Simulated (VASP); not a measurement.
OSZICAR of a VASP run on Cd:

OSZICAR:
```
       N       E                     dE             d eps       ncg     rms          rms(c)
DAV:   1    -0.801153360979E+02   -0.80115E+02   -0.36646E-06   660   0.162E-02    0.131E-03
DAV:   2    -0.801153364741E+02   -0.37614E-06   -0.22748E-07   556   0.995E-03    0.538E-04
DAV:   3    -0.801153370737E+02   -0.59967E-06   -0.41369E-08   496   0.191E-03    0.356E-04
DAV:   4    -0.801153366359E+02    0.43778E-06   -0.12305E-08   496   0.888E-04
   1 F= -.80115337E+02 E0= -.80115503E+02  d E =0.499675E-03
```

Problem. Which electronic solver shows in the log?

Solution. It is blocked Davidson (ALGO = Normal, or the opening steps of other solvers). The INCAR had ALGO = Normal.

Problem. Can the final energy be trusted as converged?

Solution. Self-consistency was reached. It stopped with EDIFF = 1E-6, NELM = 100 (r2SCAN meta-GGA, plane waves, VASP's PBE PAW potentials (set 64)).

The cell is a thin slab with vacuum, built from Cd (hcp): (001) face.
